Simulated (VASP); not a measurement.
Input:

```yaml
crystal:
  lattice:
    - [0.00000, 2.50842, 2.50842]
    - [2.50842, 0.00000, 2.50842]
    - [2.50842, 2.50842, 0.00000]
  atoms:
    - { symbol: Ni, position: [0.75000, 0.75000, 0.75000], spin: -0.9 }
    - { symbol: Ni, position: [0.50000, 0.50000, 0.50000], spin: -0.9 }
```

Calculation: r2SCAN meta-GGA, VASP's PBE PAW potentials (set 64) (plane waves; VASP). Run with 400 eV cut-off, 14×14×14 Γ-centred mesh, tetrahedra with Blöchl corrections, potentials Ni.

Task: The job: Ni (relaxed from the diamond structure, space group Fd-3m), 2 atoms, r2SCAN, static run, 400 eV, 14×14×14 Γ-centred mesh. Roughly how much core time does it take on a busy server core?

Result: About 10 core-minutes (one run on a shared machine, a rough figure). It had 104 irreducible k-points, 15 bands, up to 588 plane waves and 20 electronic steps.

The structure was generated: Ni was put into the diamond type (Fd-3m), which need not be its known phase. It was relaxed first, which changed the volume by +30 %.
